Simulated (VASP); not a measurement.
Level of theory: PBE GGA, VASP's PBE PAW potentials (set 64) (plane waves; VASP).

VASP input:

File POSCAR:
```
KF
1
    0.0000000000     2.7103066905     2.7103066905
    2.7103066905     0.0000000000     2.7103066905
    2.7103066905     2.7103066905     0.0000000000
K F
1 1
Direct
  0.0000000000   0.0000000000   0.0000000000
  0.5000000000   0.5000000000   0.5000000000
```

INCAR:
```
SYSTEM = KF
PREC = Accurate; ENCUT = 520; LREAL = .FALSE.
LASPH = .TRUE.
EDIFF = 1E-6; NELM = 100; ALGO = Normal
ISMEAR = 0; SIGMA = 0.05
GGA = PE
LWAVE = .FALSE.; LCHARG = .TRUE.
```

### KPOINTS
```
Automatic mesh
0
Gamma
8 8 8
0 0 0
```

POTCAR, in this order: K_sv F (PBE.64 set). Program: vasp_std.

### Question
Predict the energy per atom (σ→0), band gap (on the k-mesh).

### Answer

- energy per atom (σ→0): -4150 meV/atom
- band gap (on the k-mesh): 5.95 eV

File OSZICAR:
```
...
DAV:   7    -0.830091773072E+01    0.27923E-01   -0.12027E-01   952   0.312E+00    0.218E+00
DAV:   8    -0.829681651709E+01    0.41012E-02   -0.56404E-02   748   0.277E+00    0.202E-01
DAV:   9    -0.829859108977E+01   -0.17746E-02   -0.60260E-03   956   0.642E-01    0.121E-01
DAV:  10    -0.829915990940E+01   -0.56882E-03   -0.83241E-04   748   0.286E-01    0.602E-02
DAV:  11    -0.829930211266E+01   -0.14220E-03   -0.34026E-04   740   0.149E-01    0.190E-02
DAV:  12    -0.829929552463E+01    0.65880E-05   -0.57292E-05   876   0.633E-02    0.729E-03
DAV:  13    -0.829929496870E+01    0.55593E-06   -0.51991E-06   764   0.226E-02
   1 F= -.82992950E+01 E0= -.82992950E+01  d E =-.846185E-16
```

The compound is KF in the rock salt structure. It was relaxed first.
